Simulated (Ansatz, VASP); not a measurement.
## One calculation of La2Zr2O, two programs

File INCAR:

```
SYSTEM = La2Zr2O
PREC = Accurate
ENCUT = 520
EDIFF = 1E-7
ISMEAR = 0
SIGMA = 0.1
LREAL = .False.
LASPH = .True.
NELM = 100
ALGO = Normal
ISIF = 2
LWAVE = .False.
LCHARG = .False.
GGA = PE
NBANDS = 34
```

File KPOINTS:

```
Automatic mesh
0
Gamma
  6 6 4
  0 0 0
```

The input POSCAR:

```
La2Zr2O
1.0
    4.3342543300      0.0000000000      0.0000000000
   -2.1671271700      3.7535743600      0.0000000000
    0.0000000000      0.0000000000      7.3193291500
La Zr O
2 2 1
Direct
    0.6666666700      0.3333333300      0.6328406300
    0.3333333300      0.6666666700      0.3671593700
    0.6666666700      0.3333333300      0.2653887900
    0.3333333300      0.6666666700      0.7346112100
    0.0000000000      0.0000000000      0.0000000000
```

Input for Ansatz:

```yaml
crystal:
  lattice:
    - [4.33425433, 0.0, 0.0]
    - [-2.16712717, 3.75357436, 0.0]
    - [0.0, 0.0, 7.31932915]
  atoms:
    - { symbol: La, position: [0.66666667, 0.33333333, 0.63284063] }
    - { symbol: La, position: [0.33333333, 0.66666667, 0.36715937] }
    - { symbol: Zr, position: [0.66666667, 0.33333333, 0.26538879] }
    - { symbol: Zr, position: [0.33333333, 0.66666667, 0.73461121] }
    - { symbol: O, position: [0.0, 0.0, 0.0] }
basis:
  ecutwfc: 420
kpoints:
  mp_grid: { grid: [6, 6, 4] }
hamiltonian:
  xc: pbe
scf:
  occupations: { method: gaussian, width: 0.1 }
  lower_state_search: "off"
output:
  forces: true
  stress: true
  eigenvalues: true
```

Change from the starting cell: species swapped into the BaCd2Sb2 type (P-3m1, No. 164).

Alike in both runs: task single point; functional PBE; k mesh 6 × 6 × 4; occupations gaussian, width 0.1 eV; no spin polarisation.

|  | VASP | Ansatz |
| --- | --- | --- |
| version | VASP 6.6.1 | Ansatz 0.2.0 |
| potentials or method | VASP PAW PBE potentials, release 64 (La, Zr_sv, O) | scalar-relativistic, plane waves, PAW |
| plane-wave cutoff (eV) | 520 | 420 |
| valence electrons in the cell | 52 | 52 |

Ansatz gave:

```
gap on the k mesh at the Fermi level (eV)       : none
pressure (GPa)                                  : 6.2
largest component of the traceless stress (GPa) : 4.09
rms of the force components (eV/Å)              : 2.302
```

Estimate VASP's values.

gap on the k mesh at the Fermi level (eV): none; pressure (GPa): 6.4; largest component of the traceless stress (GPa): 4.07; rms of the force components (eV/Å): 2.312.

Atom by atom the forces differ by 0.012 eV/Å (rms over components). A gap of «none» marks a metal or a gap that the smearing closes. The functional is the same, so the differences come from potentials, cutoffs and numerics.

Caveats: forces of over 1 eV/Å show positions far from the minimum, so gaps and moduli don't describe the material at rest. The runs have no spin-orbit coupling, so splittings on La are missing.
